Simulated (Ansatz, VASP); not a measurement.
# Cross-check of ZnS between VASP and Ansatz

Aim: how closely do two programs agree when they are given the same cell, functional and k mesh? The cell is taken from a series of runs on this material, whose earlier steps may have relaxed, scaled, displaced or heated it; both programs get it as it stands.

Program: Ansatz 0.2.0. Level of theory: plane waves, with VASP 6.6.1 beside it; zone-centre phonons at LDA. Results are calculated unless marked as measured.

## Step 1: The structure

It takes space group F-43m (No. 216, cubic). The conventional cell has a = 5.297 Å, b = 5.297 Å, c = 5.297 Å, α = 90.00°, β = 90.00°, γ = 90.00°. Nearest to S lie 4 Zn at 2.29 Å. Zn has 4 S at 2.29 Å nearest. Farther neighbours and most contacts between anions are not listed.

## Step 2: VASP: zone-centre phonons, LDA

Second derivatives magnify differences that forces hide, and they need a tight electronic threshold.

Lines of VASP's logs that name or quote its potential files are left out, and so is its time.

Contents of INCAR:

```
SYSTEM = ZnS
PREC = Accurate
ENCUT = 500
EDIFF = 1E-08
NELM = 120
ISMEAR = 0
SIGMA = 0.01
LREAL = .FALSE.
ALGO = Normal
GGA = PW92
NBANDS = 15
LORBIT = 11
LWAVE = .FALSE.
LCHARG = .FALSE.
ISIF = 2
IBRION = 8
LEPSILON = .TRUE.
LASPH = .TRUE.
GGA_COMPAT = .FALSE.
EFERMI = MIDGAP
```

Contents of POSCAR:

```
ZnS
1.0
    0.0000000000      2.6483577542      2.6483577542
    2.6483577542      0.0000000000      2.6483577542
    2.6483577542      2.6483577542      0.0000000000
S Zn
1 1
Direct
    0.0000000000      0.0000000000      0.0000000000
    0.7500000000      0.7500000000      0.7500000000
```

Contents of KPOINTS:

```
Automatic mesh
0
Gamma
12 12 12
0 0 0
```

The projector-augmented-wave data sets are S and Zn (LDA family, release 64).

The run is started by

```
$ export OMP_NUM_THREADS=3
$ mpirun -np 1 vasp_std
```

Numbers of over 12 decimals in the logs are rounded to 6 here.

The program printed:

```text
[banner, memory and clock lines left out]
running    1 mpi-ranks, on    1 nodes
 distrk:  each k-point on    1 cores,    1 groups
 distr:  one band on    1 cores,    1 groups
 Offloading initialized ...    1 GPUs detected
 POSCAR found type information on POSCAR S Zn
 POSCAR found :  2 types and       2 ions
|                                                                             |
|               ----> ADVICE to this user running VASP <----                  |
|                                                                             |
|     You enforced a specific xc type in the INCAR file but a different       |
|     [... a line on the potential file left out ...]
|     I HOPE YOU KNOW WHAT YOU ARE DOING!                                     |
|                                                                             |

 LDA part: xc-table for (Slater(with rela. corr.)+PW92), standard interpolation
 POSCAR, INCAR and KPOINTS ok, starting setup
 FFT: planning ... GRIDC
 FFT: planning ... GRID_SOFT
 FFT: planning ... GRID
 WAVECAR not read
 entering main loop
       N       E                     dE             d eps       ncg     rms          rms(c)
DAV:   1     0.815969296636E+02    0.81597E+02   -0.84582E+03  2160   0.141E+03
DAV:   2    -0.320721838152E+01   -0.84804E+02   -0.79240E+02  2391   0.267E+02
DAV:   3    -0.858874711388E+01   -0.53815E+01   -0.53534E+01  2755   0.646E+01
DAV:   4    -0.864452712971E+01   -0.55780E-01   -0.55764E-01  2489   0.677E+00
DAV:   5    -0.864513972181E+01   -0.61259E-03   -0.61258E-03  2790   0.702E-01    0.765E+00
DAV:   6    -0.824203148839E+01    0.40311E+00   -0.80359E-01  3220   0.337E+01    0.586E+00
DAV:   7    -0.821243262599E+01    0.29599E-01   -0.25416E-01  2622   0.538E+00    0.279E+00
DAV:   8    -0.820634675309E+01    0.60859E-02   -0.57038E-03  3202   0.132E+00    0.647E-01
DAV:   9    -0.820578861338E+01    0.55814E-03   -0.12289E-03  2482   0.269E-01    0.797E-02
DAV:  10    -0.820580392430E+01   -0.15311E-04   -0.84371E-05  2692   0.863E-02    0.231E-02
DAV:  11    -0.820580103102E+01    0.28933E-05   -0.99770E-06  3366   0.694E-02    0.428E-03
DAV:  12    -0.820580114095E+01   -0.10993E-06   -0.11887E-06  2573   0.126E-02    0.183E-03
DAV:  13    -0.820580114611E+01   -0.51568E-08   -0.56000E-08  2811   0.223E-03
   1 F= -.82058011E+01 E0= -.82058011E+01  d E =0.000000E+00
 Linear response reoptimize wavefunctions to high precision
DAV:   1    -0.820580114682E+01   -0.70702E-09   -0.18348E-09  2020   0.111E-03
DAV:   2    -0.820580114689E+01   -0.70600E-10   -0.70445E-10  1528   0.216E-04
 Linear response G [H, r] |phi>, progress :
  Direction:   1
       N       E                     dE             d eps       ncg     rms
RMM:   1    -0.499980218670E+02   -0.49998E+02    0.13051E+02  3685   0.723E+01
RMM:   2    -0.506085290215E+02   -0.61051E+00   -0.10235E+01  3693   0.265E+01
RMM:   3    -0.507869286633E+02   -0.17840E+00   -0.76864E-01  4042   0.653E+00
RMM:   4    -0.507940346961E+02   -0.71060E-02   -0.30188E-02  4147   0.134E+00
RMM:   5    -0.507940531587E+02   -0.18463E-04   -0.14079E-03  4234   0.317E-01
RMM:   6    -0.507942058953E+02   -0.15274E-03   -0.39642E-04  4243   0.862E-02
RMM:   7    -0.507941854087E+02    0.20487E-04    0.32128E-06  4289   0.258E-02
RMM:   8    -0.507941932722E+02   -0.78635E-05   -0.49111E-05  4319   0.899E-03
RMM:   9    -0.507941904804E+02    0.27918E-05   -0.20239E-05  3968   0.322E-03
RMM:  10    -0.507941901770E+02    0.30336E-06   -0.42277E-05  3320   0.150E-03
RMM:  11    -0.507941901779E+02   -0.89700E-09   -0.70469E-06  2919   0.859E-04
RMM:  12    -0.507941896663E+02    0.51164E-06   -0.25520E-05  2575   0.639E-04
RMM:  13    -0.507941895731E+02    0.93204E-07    0.27730E-06  2320   0.591E-04
RMM:  14    -0.507941895746E+02   -0.15592E-08   -0.17507E-05  2158   0.524E-04
RMM:  15    -0.507941895777E+02   -0.31041E-08    0.61985E-06  2029   0.551E-04
RMM:  16    -0.507941892790E+02    0.29878E-06   -0.16273E-05  1891   0.509E-04
RMM:  17    -0.507941895432E+02   -0.26422E-06    0.19154E-05  1790   0.549E-04
 Linear response G [H, r] |phi>, progress :
  Direction:   2
       N       E                     dE             d eps       ncg     rms
RMM:   1    -0.517809343367E+02   -0.51781E+02    0.93553E+01  3697   0.706E+01
RMM:   2    -0.523411815158E+02   -0.56025E+00   -0.92163E+00  3654   0.254E+01
RMM:   3    -0.524681161446E+02   -0.12693E+00   -0.64916E-01  4004   0.599E+00
RMM:   4    -0.524734508427E+02   -0.53347E-02   -0.26257E-02  4179   0.124E+00
RMM:   5    -0.524734171570E+02    0.33686E-04   -0.14443E-03  4200   0.301E-01
RMM:   6    -0.524735464049E+02   -0.12925E-03   -0.36942E-04  4235   0.826E-02
RMM:   7    -0.524735242758E+02    0.22129E-04    0.21320E-05  4276   0.247E-02
RMM:   8    -0.524735322017E+02   -0.79258E-05   -0.26641E-05  4298   0.877E-03
[...]
RMM:   2    -0.663362837560E+00   -0.29276E-01   -0.14183E-02  3851   0.856E-01
RMM:   3    -0.663703899836E+00   -0.34106E-03   -0.56320E-04  3944   0.157E-01
RMM:   4    -0.663712805826E+00   -0.89060E-05   -0.47149E-05  3964   0.326E-02
RMM:   5    -0.663713071115E+00   -0.26529E-06   -0.65605E-06  3998   0.902E-03
RMM:   6    -0.663713175316E+00   -0.10420E-06   -0.13985E-06  4000   0.297E-03
RMM:   7    -0.663713188737E+00   -0.13421E-07   -0.24953E-07  3554   0.110E-03
[...]
RMM:   7    -0.553617361322E+00   -0.26846E-03   -0.84893E-06 15138   0.203E-02    0.165E-03
RMM:   8    -0.553627385965E+00   -0.10025E-04   -0.18339E-07 15774   0.430E-03    0.818E-04
RMM:   9    -0.553625087153E+00    0.22988E-05   -0.22701E-07 15966   0.138E-03    0.392E-04
RMM:  10    -0.553629222150E+00   -0.41350E-05    0.37120E-08 14848   0.397E-04    0.171E-04
RMM:  11    -0.553628292779E+00    0.92937E-06    0.33172E-08 13707   0.172E-04    0.189E-05
RMM:  12    -0.553628260436E+00    0.32343E-07    0.89200E-09  9158   0.692E-05    0.223E-06
 change of polarisation eV/A/(eV/A) component  1 :     1.052     0.211     0.129
 dielectric tensor                  component  1 :     6.123     1.028     0.630
 Linear response to external field, progress :
  Direction:   2
       N       E                     dE             d eps       ncg     rms          rms(c)
RMM:   1    -0.549518039218E+00   -0.54952E+00   -0.20949E+00 11001   0.382E+00
RMM:   2    -0.576523591173E+00   -0.27006E-01   -0.13873E-02 15144   0.829E-01    0.142E+00
RMM:   3    -0.540579627233E+00    0.35944E-01   -0.24816E-02 14704   0.859E-01    0.740E-01
RMM:   4    -0.546042337887E+00   -0.54627E-02   -0.17164E-02 15014   0.711E-01    0.183E-01
RMM:   5    -0.552636069454E+00   -0.65937E-02   -0.92543E-04 15080   0.187E-01    0.396E-02
RMM:   6    -0.553348932632E+00   -0.71286E-03   -0.11697E-04 15012   0.668E-02    0.239E-02
RMM:   7    -0.553617431247E+00   -0.26850E-03   -0.12671E-05 15139   0.203E-02    0.165E-03
RMM:   8    -0.553627026353E+00   -0.95951E-05   -0.50325E-07 15769   0.432E-03    0.818E-04
RMM:   9    -0.553624684526E+00    0.23418E-05   -0.22442E-07 15975   0.139E-03    0.392E-04
RMM:  10    -0.553628833045E+00   -0.41485E-05    0.45816E-09 14842   0.399E-04    0.171E-04
RMM:  11    -0.553627892733E+00    0.94031E-06    0.14585E-08 13686   0.172E-04    0.191E-05
RMM:  12    -0.553627859141E+00    0.33592E-07    0.12475E-08  9248   0.698E-05    0.230E-06
 change of polarisation eV/A/(eV/A) component  2 :     0.174     1.052     0.118
 dielectric tensor                  component  2 :     0.847     6.123     0.577
 Linear response to external field, progress :
  Direction:   3
       N       E                     dE             d eps       ncg     rms          rms(c)
RMM:   1    -0.549509431431E+00   -0.54951E+00   -0.20948E+00 11003   0.382E+00
RMM:   2    -0.576517747962E+00   -0.27008E-01   -0.13869E-02 15141   0.829E-01    0.142E+00
RMM:   3    -0.540578555658E+00    0.35939E-01   -0.24817E-02 14703   0.860E-01    0.740E-01
RMM:   4    -0.546043314211E+00   -0.54648E-02   -0.17177E-02 15009   0.711E-01    0.183E-01
RMM:   5    -0.552634359328E+00   -0.65910E-02   -0.92728E-04 15078   0.187E-01    0.396E-02
RMM:   6    -0.553349541787E+00   -0.71518E-03   -0.11603E-04 15007   0.667E-02    0.239E-02
RMM:   7    -0.553617393800E+00   -0.26785E-03   -0.12622E-05 15133   0.203E-02    0.165E-03
RMM:   8    -0.553627016126E+00   -0.96223E-05   -0.43951E-07 15769   0.430E-03    0.818E-04
RMM:   9    -0.553624695875E+00    0.23203E-05   -0.21921E-07 15960   0.138E-03    0.392E-04
RMM:  10    -0.553628845358E+00   -0.41495E-05    0.12457E-08 14827   0.396E-04    0.170E-04
RMM:  11    -0.553627894410E+00    0.95095E-06    0.13456E-08 13718   0.172E-04    0.186E-05
RMM:  12    -0.553627865918E+00    0.28492E-07    0.14582E-08  9143   0.690E-05    0.228E-06
 change of polarisation eV/A/(eV/A) component  3 :     0.144     0.196     1.052
 dielectric tensor                  component  3 :     0.703     0.956     6.123
 Linear response DOF=            2
 Linear response progress:
  Degree of freedom:   1/  2
       N       E                     dE             d eps       ncg     rms          rms(c)
RMM:   1    -0.105307162322E+00   -0.10531E+00    0.52823E-02 20886   0.230E+00
RMM:   2    -0.103057201659E+00    0.22500E-02   -0.49297E-03 13566   0.677E-01    0.174E-01
RMM:   3    -0.103449787226E+00   -0.39259E-03   -0.34371E-04 14606   0.149E-01    0.871E-02
RMM:   4    -0.103846170258E+00   -0.39638E-03   -0.46769E-05 14802   0.538E-02    0.168E-02
RMM:   5    -0.103859227033E+00   -0.13057E-04   -0.15693E-06 15389   0.133E-02    0.938E-03
RMM:   6    -0.103844108762E+00    0.15118E-04    0.38785E-07 15125   0.394E-03    0.467E-03
RMM:   7    -0.103847070378E+00   -0.29616E-05   -0.11681E-07 14954   0.130E-03    0.640E-04
RMM:   8    -0.103847353171E+00   -0.28279E-06    0.28499E-08 15922   0.291E-04    0.121E-04
RMM:   9    -0.103846845112E+00    0.50806E-06   -0.22613E-09 15775   0.931E-05    0.418E-05
RMM:  10    -0.103847002738E+00   -0.15763E-06    0.82907E-09 15573   0.381E-05    0.675E-06
RMM:  11    -0.103847016599E+00   -0.13861E-07    0.14240E-09 15676   0.166E-05    0.562E-06
RMM:  12    -0.103847002331E+00    0.14268E-07    0.37754E-09 13642   0.681E-06    0.217E-07
RMM:  13    -0.103847004127E+00   -0.17960E-08   -0.93813E-10  9468   0.392E-06    0.109E-07
 first order change of Fermi-energy   0.30649E+00
 force on displaced ion       1 direction 1 :  -6.752   0.000   0.000
 Born effective charge ion    1 direction 1 :  -1.912   0.000   0.000
 Linear response progress:
  Degree of freedom:   2/  2
       N       E                     dE             d eps       ncg     rms          rms(c)
RMM:   1    -0.212538902739E+00   -0.21254E+00    0.13672E-03 11882   0.217E+00
RMM:   2    -0.210538886512E+00    0.20000E-02   -0.30156E-03 13452   0.468E-01    0.123E-01
RMM:   3    -0.210328786445E+00    0.21010E-03   -0.64729E-05 15882   0.685E-02    0.723E-02
RMM:   4    -0.210064322654E+00    0.26446E-03   -0.12216E-05 15719   0.266E-02    0.401E-03
RMM:   5    -0.210063746879E+00    0.57577E-06   -0.61902E-08 16500   0.462E-03    0.141E-03
RMM:   6    -0.210068383319E+00   -0.46364E-05   -0.13040E-07 16296   0.144E-03    0.278E-04
RMM:   7    -0.210068836701E+00   -0.45338E-06   -0.18656E-08 16602   0.363E-04    0.125E-04
RMM:   8    -0.210068806243E+00    0.30458E-07   -0.63625E-09 15757   0.153E-04    0.313E-05
RMM:   9    -0.210068622747E+00    0.18350E-06   -0.55114E-10 16597   0.502E-05    0.135E-05
RMM:  10    -0.210068582258E+00    0.40489E-07    0.99311E-11 16814   0.190E-05    0.125E-06
RMM:  11    -0.210068585464E+00   -0.32062E-08   -0.65988E-10 14274   0.792E-06    0.570E-07
 first order change of Fermi-energy  -0.30626E+00
 force on displaced ion       2 direction 1 :  -6.828  -0.000  -0.000
 Born effective charge ion    2 direction 1 :   1.911   0.000   0.000
 Born effective charges drift removed
 Linear response finished
```

From OUTCAR (step 2):

```text
ion  position               nearest neighbor table
   1  0.000  0.000  0.000-   2 2.29   2 2.29   2 2.29   2 2.29
   2  0.750  0.750  0.750-   1 2.29   1 2.29   1 2.29   1 2.29

  LATTYP: Found a face centered cubic cell.
 ALAT       =     5.2967155084

 Subroutine GETGRP returns: Found 24 space group operations
 (whereof 24 operations were pure point group operations)

The static configuration has the point symmetry T_d .

 Found     72 irreducible k-points:

   k-points           NKPTS =     72   k-points in BZ     NKDIM =     72   number of bands    NBANDS=     15

   dimension x,y,z NGX =    28 NGY =   28 NGZ =   28
   dimension x,y,z NGXF=    56 NGYF=   56 NGZF=   56

   ENCUT  =  500.0 eV  36.75 Ry    6.06 a.u.   6.83  6.83  6.83*2*pi/ulx,y,z

   NELECT =      18.0000    total number of electrons

 k-points in reciprocal lattice and weights: Automatic mesh
   0.00000000  0.00000000  0.00000000       0.001
   0.08333333  0.00000000  0.00000000       0.005
   0.16666667  0.00000000  0.00000000       0.005
   0.25000000  0.00000000  0.00000000       0.005
   0.33333333  0.00000000  0.00000000       0.005
   0.41666667  0.00000000  0.00000000       0.005
   0.50000000  0.00000000  0.00000000       0.002
   0.08333333  0.08333333  0.00000000       0.003
   0.16666667  0.08333333  0.00000000       0.014
[...]
-0.33333333  0.50000000  0.16666667       0.007
  -0.25000000  0.50000000  0.25000000       0.003

 average (electrostatic) potential at core
       1 -88.7596       2 -37.0554

  Total        0.0445578      0.0445578      0.0445578     -0.0000000     -0.0000000     -0.0000000
  in kB        1.9216513      1.9216513      1.9216513     -0.0000000     -0.0000000     -0.0000000
  external PRESSURE =       1.9216513 kB  Pullay stress =       0.0000000 kB

  energy-cutoff  :      500.00
  volume of cell :       37.15
      direct lattice vectors                 reciprocal lattice vectors
     0.000000000  2.648357754  2.648357754    -0.188796245  0.188796245  0.188796245
     2.648357754  0.000000000  2.648357754     0.188796245 -0.188796245  0.188796245
     2.648357754  2.648357754  0.000000000     0.188796245  0.188796245 -0.188796245

 POSITION                                       TOTAL-FORCE (eV/Angst)
 -----------------------------------------------------------------------------------
      0.00000      0.00000      0.00000         0.000000      0.000000      0.000000
      3.97254      3.97254      3.97254        -0.000000     -0.000000     -0.000000
 -----------------------------------------------------------------------------------
    total drift:                                0.000001      0.000001      0.000001

 MACROSCOPIC STATIC DIELECTRIC TENSOR (including local field effects in DFT)
 ------------------------------------------------------
           6.123012     0.000000    -0.000000
           0.000000     6.123012    -0.000000
           0.000000     0.000000     6.123012
 ------------------------------------------------------

 PIEZOELECTRIC TENSOR (including local field effects)  for field in x, y, z        (C/m^2)
          XX          YY          ZZ          XY          YZ          ZX
  --------------------------------------------------------------------------------
  x     0.00000    -0.00000     0.00000     0.00000    -0.65990     0.00000
  y     0.00000    -0.00000     0.00000     0.00000     0.00000    -0.65990
  z     0.00000     0.00000    -0.00000    -0.65990     0.00000     0.00000

 BORN EFFECTIVE CHARGES (including local field effects) (in |e|, cummulative output)
 ---------------------------------------------------------------------------------
 ion    1
    1    -1.91093     0.00000    -0.00000
    2     0.00000    -1.91093    -0.00000
    3     0.00000     0.00000    -1.91093
 ion    2
    1     1.91093    -0.00000     0.00000
    2    -0.00000     1.91093     0.00000
    3    -0.00000    -0.00000     1.91093

 Eigenvectors and eigenvalues of the dynamical matrix
 ----------------------------------------------------

   1 f  =    8.774159 THz    55.129666 2PiTHz  292.674436 cm-1    36.286989 meV
             X         Y         Z           dx          dy          dz
      0.000000  0.000000  0.000000     0.000000    0.817607    0.000000
      3.972537  3.972537  3.972537     0.000000   -0.575777    0.000000

   2 f  =    8.774159 THz    55.129666 2PiTHz  292.674436 cm-1    36.286989 meV
             X         Y         Z           dx          dy          dz
      0.000000  0.000000  0.000000     0.817607    0.000000   -0.000000
      3.972537  3.972537  3.972537    -0.575777   -0.000000   -0.000000

   3 f  =    8.774159 THz    55.129666 2PiTHz  292.674436 cm-1    36.286989 meV
             X         Y         Z           dx          dy          dz
      0.000000  0.000000  0.000000     0.000000    0.000000    0.817607
      3.972537  3.972537  3.972537     0.000000   -0.000000   -0.575777

   4 f/i=    0.023217 THz     0.145877 2PiTHz    0.774435 cm-1     0.096018 meV
             X         Y         Z           dx          dy          dz
      0.000000  0.000000  0.000000    -0.575777   -0.000000    0.000000
      3.972537  3.972537  3.972537    -0.817607    0.000000    0.000000

   5 f/i=    0.023217 THz     0.145877 2PiTHz    0.774435 cm-1     0.096018 meV
             X         Y         Z           dx          dy          dz
      0.000000  0.000000  0.000000    -0.000000   -0.575777   -0.000000
      3.972537  3.972537  3.972537    -0.000000   -0.817607   -0.000000

   6 f/i=    0.023217 THz     0.145877 2PiTHz    0.774435 cm-1     0.096018 meV
             X         Y         Z           dx          dy          dz
      0.000000  0.000000  0.000000    -0.000000   -0.000000   -0.575777
      3.972537  3.972537  3.972537    -0.000000    0.000000   -0.817607

 MACROSCOPIC STATIC DIELECTRIC TENSOR IONIC CONTRIBUTION
 ------------------------------------------------------
           2.619386    -0.000000    -0.000000
          -0.000000     2.619386     0.000000
          -0.000000     0.000000     2.619386
 ------------------------------------------------------

 ELASTIC MODULI CONTR FROM IONIC RELAXATION (kBar)
 Direction    XX          YY          ZZ          XY          YZ          ZX
 --------------------------------------------------------------------------------
 XX          -0.0000      0.0000      0.0000     -0.0000      0.0000     -0.0000
 YY           0.0000     -0.0000     -0.0000     -0.0000     -0.0000      0.0000
 ZZ           0.0000     -0.0000     -0.0000     -0.0000     -0.0000     -0.0000
 XY          -0.0000     -0.0000     -0.0000   -275.3969      0.0000     -0.0000
 YZ           0.0000     -0.0000     -0.0000      0.0000   -275.3969      0.0000
 ZX          -0.0000      0.0000     -0.0000     -0.0000      0.0000   -275.3969
 --------------------------------------------------------------------------------

 PIEZOELECTRIC TENSOR IONIC CONTR  for field in x, y, z        (C/m^2)
          XX          YY          ZZ          XY          YZ          ZX
  --------------------------------------------------------------------------------
  x    -0.00000     0.00000     0.00000     0.00000     0.79919    -0.00000
  y     0.00000    -0.00000     0.00000     0.00000    -0.00000     0.79919
  z     0.00000     0.00000     0.00000     0.79919    -0.00000     0.00000
```

Energies printed during the response cycles are not total energies of the cell. The dielectric response converges more slowly with the mesh than energies do, so tensor and charges may still move on a finer one.

(Continued in part 2 of 2.)

[Lines on the potential files, build, host, timing and source positions are cut from VASP's logs without a mark.]

[Logs are printed without paths, hosts, clocks, repeated set-up lines and the standing remarks that a program may print on its own settings, such as how far it seeks lower states.]

[Hosts, paths, dates, database ids (printed as entryN), source tags and the programs' standing remarks are cut or masked in the printed files.]
